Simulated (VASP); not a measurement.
# How k-mesh and smearing change a VASP run on CuO (Tenorite), part 3 of 4

A convergence test on CuO (Tenorite): the k-mesh and smearing. The series runs use PBEsol. The start is a cell from a database of measured crystal structures.

VASP 6.6.1; PBEsol, no spin polarisation; plane waves and PAW (Cu, O).

Still holding for the runs below: This run has no spin polarisation, although Cu can carry a moment. The k-mesh is coarse for a metal. Oxides and halides of Cu are often magnetic insulators, and a metal at this level, without U or exact exchange, may be an artefact.

So far. Step 14 (Smearing: ISMEAR = -1, SIGMA = 0.2): Against the run before the energy at zero width moves by -0.64 meV an atom and the pressure by +0.30 GPa, after 14 cycles in 16 s. The entropy term T·S comes to 71.52 meV an atom in size.

## Step 15: Smearing: ISMEAR = -1, SIGMA = 0.5

INCAR

```
SYSTEM = CuO
PREC = Accurate
ENCUT = 520
EDIFF = 1E-06
NELM = 100
ISMEAR = -1
SIGMA = 0.5
LREAL = .FALSE.
ALGO = Normal
GGA = PS
NBANDS = 23
LASPH = .TRUE.
LORBIT = 11
LWAVE = .FALSE.
LCHARG = .FALSE.
KPAR = 4
ISIF = 2
```

POSCAR

```
CuO
1.0
    2.3446500000     -1.7134000000      0.0000000000
    2.3446500000      1.7134000000      0.0000000000
   -0.8605543552      0.0000000000      5.0594363927
Cu O
2 2
Direct
    0.0032000000      0.4968000000      0.0000000000
    0.4968000000      0.0032000000      0.5000000000
    0.5714000000      0.4056000000      0.2537000000
    0.4056000000      0.5714000000      0.7537000000
```

KPOINTS

```
Automatic mesh
0
Gamma
8 8 5
0 0 0
```

Potentials, in the order of the species: Cu and O (PBE family, release 64).

Launch:

```bash
mpirun -np 4 vasp_std
```

The log of the run:

```text
[... set-up lines as in an earlier step ...]
 entering main loop
       N       E                     dE             d eps       ncg     rms          rms(c)
DAV:   1     0.293761478225E+03    0.29376E+03   -0.16733E+04  4470   0.235E+03
DAV:   2     0.977836927372E+01   -0.28398E+03   -0.26552E+03  4348   0.416E+02
DAV:   3    -0.274437134206E+02   -0.37222E+02   -0.35133E+02  5609   0.168E+02
DAV:   4    -0.286802101281E+02   -0.12365E+01   -0.12334E+01  4940   0.327E+01
[...]
DAV:  13    -0.221612620997E+02    0.18261E-03   -0.60813E-04  6666   0.238E-01    0.443E-02
DAV:  14    -0.221612389924E+02    0.23107E-04   -0.71218E-05  7058   0.161E-01    0.136E-02
DAV:  15    -0.221612387747E+02    0.21773E-06   -0.83445E-06  4749   0.267E-02
   1 F= -.22161239E+02 E0= -.21317961E+02  d E =-.168656E+01
```

It took 17 s on 4 MPI ranks of Intel Xeon Platinum 8488C (Sapphire Rapids), shared host; peak memory 0.8 GiB.

From OUTCAR (step 15):

```text
  Total        0.2261000      0.4474198      0.3476769      0.0000000      0.0000000     -0.2442136
  in kB        8.9113226     17.6342444     13.7030596      0.0000000      0.0000000     -9.6252385
  external PRESSURE =      13.4162089 kB  Pullay stress =       0.0000000 kB

 POSITION                                       TOTAL-FORCE (eV/Angst)
 -----------------------------------------------------------------------------------
      1.17233      0.84573      0.00000        -0.613116      0.314936      0.236474
      0.74205     -0.84573      2.52972        -0.613116     -0.314936      0.236474
      2.07240     -0.28408      1.28358         0.613116      0.177624     -0.236474
      1.64212      0.28408      3.81330         0.613116     -0.177624     -0.236474
 -----------------------------------------------------------------------------------
    total drift:                               -0.000201      0.000000     -0.000533

  FREE ENERGIE OF THE ION-ELECTRON SYSTEM (eV)
  ---------------------------------------------------
  free  energy   TOTEN  =       -22.1612387747 eV

  energy  without entropy=      -20.4746822276  energy(sigma->0) =      -21.31796050

[... 2 parts as in an earlier step ...]

[... 1 further part left out ...]
[key lines of the parts left out:]
E-fermi :   5.6389
```

Against the run before the energy at zero width moves by -5.24 meV an atom and the pressure by +3.02 GPa, after 15 cycles in 17 s. The entropy term T·S comes to 421.64 meV an atom in size.

## Step 16: Smearing: ISMEAR = 2, SIGMA = 0.01

INCAR, as its differences from that of step 15:

```diff
@@ -5,4 +5,4 @@
 NELM = 100
-ISMEAR = -1
-SIGMA = 0.5
+ISMEAR = 2
+SIGMA = 0.01
 LREAL = .FALSE.
```

POSCAR is that of step 15.

KPOINTS is that of step 15.

Launch:

```bash
mpirun -np 4 vasp_std
```

The log of the run:

```text
[... set-up lines as in an earlier step ...]
 entering main loop
       N       E                     dE             d eps       ncg     rms          rms(c)
DAV:   1     0.294242259176E+03    0.29424E+03   -0.16733E+04  4470   0.235E+03
DAV:   2     0.105594096552E+02   -0.28368E+03   -0.26503E+03  4348   0.416E+02
DAV:   3    -0.260250312506E+02   -0.36584E+02   -0.34636E+02  5609   0.167E+02
DAV:   4    -0.272471429085E+02   -0.12221E+01   -0.12186E+01  4940   0.325E+01
[...]
DAV:  12    -0.212964850510E+02   -0.34944E-04   -0.44981E-04  6074   0.263E-01    0.452E-02
DAV:  13    -0.212964897383E+02   -0.46872E-05   -0.45318E-05  6734   0.920E-02    0.541E-03
DAV:  14    -0.212964895725E+02    0.16580E-06   -0.44936E-06  4709   0.197E-02
   1 F= -.21296490E+02 E0= -.21296486E+02  d E =-.146952E-04
```

The job ended after 16 s (4 MPI ranks; peak memory 0.8 GiB).

OUTCAR, selected parts (step 16):

```text
  Total       -0.5933581     -0.0119576     -0.9433249      0.0000000      0.0000000     -0.2828874
  in kB      -23.3861392     -0.4712883    -37.1794518      0.0000000      0.0000000    -11.1494949
  external PRESSURE =     -20.3456264 kB  Pullay stress =       0.0000000 kB

 POSITION                                       TOTAL-FORCE (eV/Angst)
 -----------------------------------------------------------------------------------
      1.17233      0.84573      0.00000        -0.609016      0.337331      0.234417
      0.74205     -0.84573      2.52972        -0.609016     -0.337331      0.234417
      2.07240     -0.28408      1.28358         0.609016      0.360869     -0.234417
      1.64212      0.28408      3.81330         0.609016     -0.360869     -0.234417
 -----------------------------------------------------------------------------------
    total drift:                               -0.000023      0.000000     -0.000585

  FREE ENERGIE OF THE ION-ELECTRON SYSTEM (eV)
  ---------------------------------------------------
  free  energy   TOTEN  =       -21.2964895725 eV

  energy  without entropy=      -21.2964748772  energy(sigma->0) =      -21.29648590

[... 2 parts as in an earlier step ...]

[... 1 further part left out ...]
[key lines of the parts left out:]
E-fermi :   5.4832
```

Against the first of the series the energy at zero width moves by +0.01 meV an atom and the pressure by +0.01 GPa, after 14 cycles in 16 s. The entropy term T·S comes to 0.00 meV an atom in size.

## Step 17: Smearing: ISMEAR = 2, SIGMA = 0.05

INCAR, as its differences from that of step 16:

```diff
@@ -6,3 +6,3 @@
 ISMEAR = 2
-SIGMA = 0.01
+SIGMA = 0.05
 LREAL = .FALSE.
```

POSCAR is that of step 16.

KPOINTS is that of step 16.

Launch:

```bash
mpirun -np 4 vasp_std
```

The log of the run:

```text
[... set-up lines as in an earlier step ...]
 entering main loop
       N       E                     dE             d eps       ncg     rms          rms(c)
DAV:   1     0.294242146144E+03    0.29424E+03   -0.16733E+04  4470   0.235E+03
DAV:   2     0.105594534473E+02   -0.28368E+03   -0.26502E+03  4348   0.416E+02
DAV:   3    -0.260250747291E+02   -0.36585E+02   -0.34639E+02  5609   0.167E+02
DAV:   4    -0.272470675974E+02   -0.12220E+01   -0.12187E+01  4940   0.325E+01
[...]
DAV:  12    -0.212964795444E+02   -0.29936E-04   -0.46326E-04  6026   0.265E-01    0.428E-02
DAV:  13    -0.212964868924E+02   -0.73480E-05   -0.37583E-05  6654   0.864E-02    0.564E-03
DAV:  14    -0.212964866134E+02    0.27898E-06   -0.34982E-06  4506   0.182E-02
   1 F= -.21296487E+02 E0= -.21296532E+02  d E =0.180646E-03
```

It took 15 s on 4 MPI ranks; peak memory 0.79 GiB; 48 s of CPU time.

Parts of OUTCAR (step 17):

```text
  Total       -0.6008171     -0.0150016     -0.9425799      0.0000000      0.0000000     -0.2770747
  in kB      -23.6801212     -0.5912621    -37.1500887      0.0000000      0.0000000    -10.9204003
  external PRESSURE =     -20.4738240 kB  Pullay stress =       0.0000000 kB

 POSITION                                       TOTAL-FORCE (eV/Angst)
 -----------------------------------------------------------------------------------
      1.17233      0.84573      0.00000        -0.611656      0.337167      0.234512
      0.74205     -0.84573      2.52972        -0.611656     -0.337167      0.234512
      2.07240     -0.28408      1.28358         0.611656      0.364075     -0.234512
      1.64212      0.28408      3.81330         0.611656     -0.364075     -0.234512
 -----------------------------------------------------------------------------------
    total drift:                               -0.000043      0.000000     -0.000604

  FREE ENERGIE OF THE ION-ELECTRON SYSTEM (eV)
  ---------------------------------------------------
  free  energy   TOTEN  =       -21.2964866134 eV

  energy  without entropy=      -21.2966672595  energy(sigma->0) =      -21.29653177

[... 2 parts as in an earlier step ...]

[... 1 further part left out ...]
[key lines of the parts left out:]
E-fermi :   5.4831
```

Against the run before the energy at zero width moves by -0.01 meV an atom and the pressure by -0.01 GPa, after 14 cycles in 15 s. The entropy term T·S comes to 0.05 meV an atom in size.

## Step 18: Smearing: ISMEAR = 2, SIGMA = 0.1

INCAR, as its differences from that of step 17:

```diff
@@ -6,3 +6,3 @@
 ISMEAR = 2
-SIGMA = 0.05
+SIGMA = 0.1
 LREAL = .FALSE.
```

POSCAR is that of step 17.

KPOINTS is that of step 17.

Launch:

```bash
mpirun -np 4 vasp_std
```

The log of the run:

```text
[... set-up lines as in an earlier step ...]
 entering main loop
       N       E                     dE             d eps       ncg     rms          rms(c)
DAV:   1     0.294242140241E+03    0.29424E+03   -0.16733E+04  4470   0.235E+03
DAV:   2     0.105598670812E+02   -0.28368E+03   -0.26501E+03  4348   0.416E+02
DAV:   3    -0.260251219649E+02   -0.36585E+02   -0.34643E+02  5609   0.167E+02
DAV:   4    -0.272467404797E+02   -0.12216E+01   -0.12185E+01  4940   0.325E+01
[...]
DAV:  12    -0.212959925028E+02   -0.30064E-04   -0.46530E-04  6002   0.265E-01    0.430E-02
DAV:  13    -0.212959997067E+02   -0.72039E-05   -0.38063E-05  6670   0.874E-02    0.557E-03
DAV:  14    -0.212959994484E+02    0.25833E-06   -0.35645E-06  4543   0.183E-02
   1 F= -.21295999E+02 E0= -.21296322E+02  d E =0.129092E-02
```

Run time: 16 s. Hardware: 4 MPI ranks; peak memory 0.8 GiB.

From OUTCAR (step 18):

```text
  Total       -0.6040299     -0.0156135     -0.9388991      0.0000000      0.0000000     -0.2785558
  in kB      -23.8067481     -0.6153777    -37.0050165      0.0000000      0.0000000    -10.9787755
  external PRESSURE =     -20.4757141 kB  Pullay stress =       0.0000000 kB

 POSITION                                       TOTAL-FORCE (eV/Angst)
 -----------------------------------------------------------------------------------
      1.17233      0.84573      0.00000        -0.612106      0.336753      0.234559
      0.74205     -0.84573      2.52972        -0.612106     -0.336753      0.234559
      2.07240     -0.28408      1.28358         0.612106      0.366025     -0.234559
      1.64212      0.28408      3.81330         0.612106     -0.366025     -0.234559
 -----------------------------------------------------------------------------------
    total drift:                               -0.000034      0.000000     -0.000605

  FREE ENERGIE OF THE ION-ELECTRON SYSTEM (eV)
  ---------------------------------------------------
  free  energy   TOTEN  =       -21.2959994484 eV

  energy  without entropy=      -21.2972903652  energy(sigma->0) =      -21.29632218

[... 2 parts as in an earlier step ...]

[... 1 further part left out ...]
[key lines of the parts left out:]
E-fermi :   5.4947
```

Against the run before the energy at zero width moves by +0.05 meV an atom while the pressure stays within 0.01 GPa, after 14 cycles in 16 s. The entropy term T·S comes to 0.32 meV an atom in size.

## Step 19: Smearing: ISMEAR = 2, SIGMA = 0.2

INCAR, as its differences from that of step 18:

```diff
@@ -6,3 +6,3 @@
 ISMEAR = 2
-SIGMA = 0.1
+SIGMA = 0.2
 LREAL = .FALSE.
```

POSCAR is that of step 18.

KPOINTS is that of step 18.

Launch:

```bash
mpirun -np 4 vasp_std
```

The log of the run:

```text
[... set-up lines as in an earlier step ...]
 entering main loop
       N       E                     dE             d eps       ncg     rms          rms(c)
DAV:   1     0.294241369030E+03    0.29424E+03   -0.16733E+04  4470   0.235E+03
DAV:   2     0.105598170276E+02   -0.28368E+03   -0.26499E+03  4348   0.416E+02
DAV:   3    -0.260238801128E+02   -0.36584E+02   -0.34631E+02  5609   0.167E+02
DAV:   4    -0.272452499714E+02   -0.12214E+01   -0.12179E+01  4940   0.325E+01
[...]
DAV:  12    -0.212949916268E+02   -0.28943E-04   -0.45796E-04  5938   0.262E-01    0.429E-02
DAV:  13    -0.212949995170E+02   -0.78902E-05   -0.37030E-05  6656   0.860E-02    0.571E-03
DAV:  14    -0.212949991746E+02    0.34241E-06   -0.33749E-06  4494   0.182E-02
   1 F= -.21294999E+02 E0= -.21295320E+02  d E =0.128482E-02
```

Wall time 16 s (4 MPI ranks); peak memory 0.8 GiB.

From OUTCAR (step 19):

```text
  Total       -0.6066779     -0.0314685     -0.9351637      0.0000000      0.0000000     -0.2972062
  in kB      -23.9111152     -1.2402743    -36.8577914      0.0000000      0.0000000    -11.7138448
  external PRESSURE =     -20.6697270 kB  Pullay stress =       0.0000000 kB

 POSITION                                       TOTAL-FORCE (eV/Angst)
 -----------------------------------------------------------------------------------
      1.17233      0.84573      0.00000        -0.615309      0.336400      0.234962
      0.74205     -0.84573      2.52972        -0.615309     -0.336400      0.234962
      2.07240     -0.28408      1.28358         0.615309      0.368406     -0.234962
      1.64212      0.28408      3.81330         0.615309     -0.368406     -0.234962
 -----------------------------------------------------------------------------------
    total drift:                               -0.000049      0.000000     -0.000612

  FREE ENERGIE OF THE ION-ELECTRON SYSTEM (eV)
  ---------------------------------------------------
  free  energy   TOTEN  =       -21.2949991746 eV

  energy  without entropy=      -21.2962839897  energy(sigma->0) =      -21.29532038

[... 2 parts as in an earlier step ...]

[... 1 further part left out ...]
[key lines of the parts left out:]
E-fermi :   5.5073
```

Against the run before the energy at zero width moves by +0.25 meV an atom and the pressure by -0.02 GPa, after 14 cycles in 16 s. The entropy term T·S comes to 0.32 meV an atom in size.

## Step 20: Smearing: ISMEAR = 2, SIGMA = 0.5

INCAR, as its differences from that of step 19:

```diff
@@ -6,3 +6,3 @@
 ISMEAR = 2
-SIGMA = 0.2
+SIGMA = 0.5
 LREAL = .FALSE.
```

POSCAR is that of step 19.

KPOINTS is that of step 19.

Launch:

```bash
mpirun -np 4 vasp_std
```

The log of the run:

```text
[... set-up lines as in an earlier step ...]
 entering main loop
       N       E                     dE             d eps       ncg     rms          rms(c)
DAV:   1     0.294235564818E+03    0.29424E+03   -0.16733E+04  4470   0.235E+03
DAV:   2     0.105600358074E+02   -0.28368E+03   -0.26504E+03  4348   0.416E+02
DAV:   3    -0.260285529715E+02   -0.36589E+02   -0.34630E+02  5609   0.167E+02
DAV:   4    -0.272507793276E+02   -0.12222E+01   -0.12181E+01  4940   0.325E+01
[...]
DAV:  12    -0.212912458072E+02   -0.23601E-04   -0.46919E-04  5803   0.265E-01    0.414E-02
DAV:  13    -0.212912561351E+02   -0.10328E-04   -0.30682E-05  6597   0.798E-02    0.665E-03
DAV:  14    -0.212912555669E+02    0.56814E-06   -0.32415E-06  4345   0.175E-02
   1 F= -.21291256E+02 E0= -.21293779E+02  d E =0.100931E-01
```

Run time: 19 s. Hardware: 4 MPI ranks; peak memory 0.82 GiB; 57 s of CPU time.

Parts of OUTCAR (step 20):

```text
  Total       -0.6225359     -0.0603157     -0.9237637      0.0000000      0.0000000     -0.2708953
  in kB      -24.5361311     -2.3772340    -36.4084815      0.0000000      0.0000000    -10.6768501
  external PRESSURE =     -21.1072822 kB  Pullay stress =       0.0000000 kB

 POSITION                                       TOTAL-FORCE (eV/Angst)
 -----------------------------------------------------------------------------------
      1.17233      0.84573      0.00000        -0.618332      0.335192      0.236808
      0.74205     -0.84573      2.52972        -0.618332     -0.335192      0.236808
      2.07240     -0.28408      1.28358         0.618332      0.374493     -0.236808
      1.64212      0.28408      3.81330         0.618332     -0.374493     -0.236808
 -----------------------------------------------------------------------------------
    total drift:                               -0.000103      0.000000     -0.000609

  FREE ENERGIE OF THE ION-ELECTRON SYSTEM (eV)
  ---------------------------------------------------
  free  energy   TOTEN  =       -21.2912555669 eV

  energy  without entropy=      -21.3013487040  energy(sigma->0) =      -21.29377885

[... 2 parts as in an earlier step ...]

[... 1 further part left out ...]
[key lines of the parts left out:]
E-fermi :   5.5235
```

Against the run before the energy at zero width moves by +0.39 meV an atom and the pressure by -0.04 GPa, after 14 cycles in 19 s. The entropy term T·S comes to 2.52 meV an atom in size.

(Continued in part 4 of 4.)

[Lines on the potential files, build, host, timing and source positions are cut from VASP's logs without a mark.]

[Logs are printed without paths, hosts, clocks, repeated set-up lines and the standing remarks that a program may print on its own settings, such as how far it seeks lower states.]

[Hosts, paths, dates, database ids (printed as entryN), source tags and the programs' standing remarks are cut or masked in the printed files.]

[A measured line is paired with the nearest computed mode of its activity, which favours agreement.]
